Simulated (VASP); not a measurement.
Consider the following.

```
CELL_PARAMETERS angstrom
      2.80000     0.00000     0.00000
      0.00000     2.80000     0.00000
      0.00000     0.00000     3.67000
ATOMIC_POSITIONS crystal
  Cu 0.00000 0.00000 0.00000
  Au 0.50000 0.50000 0.50000
```

Method: optB86b-vdW, VASP's PBE PAW potentials (set 64) (plane waves; VASP). Run with 520 eV cut-off, 12×12×9 Γ-centred mesh, first-order Methfessel-Paxton smearing of 0.10 eV, potentials Cu Au.

Problem. The ions, cell shape and volume are relaxed. Give the cell that the relaxation ends in.

Solution. 
```
CELL_PARAMETERS angstrom
      2.86324     0.00000     0.00000
      0.00000     2.86324     0.00000
      0.00000     0.00000     3.56816
ATOMIC_POSITIONS crystal
  Cu 0.00000 0.00000 0.00000
  Au 0.50000 0.50000 0.50000
```
Space group P4/mmm (123), at a tolerance of 0.03 Å.

Problem. How do energy and volume change from the first to the last step?

Solution. The energy (σ→0) changes by -5.6 meV/atom and the volume by +1.7 %, in 8 ionic steps.

| step | E(σ→0) (eV) | max force (eV/Å) | pressure (GPa) | volume (Å³) |
|---|---|---|---|---|
| 1 | -1.8185 | 0.000 | 2.77 | 28.77 |
| 2 | -1.8206 | 0.000 | -2.74 | 29.82 |
| 3 | -1.8242 | 0.000 | -0.34 | 29.35 |
| 4 | -1.8261 | 0.000 | -0.06 | 29.36 |
| 5 | -1.8290 | 0.000 | -0.59 | 29.37 |
| 6 | -1.8294 | 0.000 | -0.61 | 29.38 |
| 7 | -1.8284 | 0.000 | 1.53 | 28.98 |
| 8 | -1.8297 | 0.000 | 0.00 | 29.25 |

The compound is CuAu in the L1_0 structure. This run relaxes it. Symmetry was kept, so distortions that lower it aren't found.
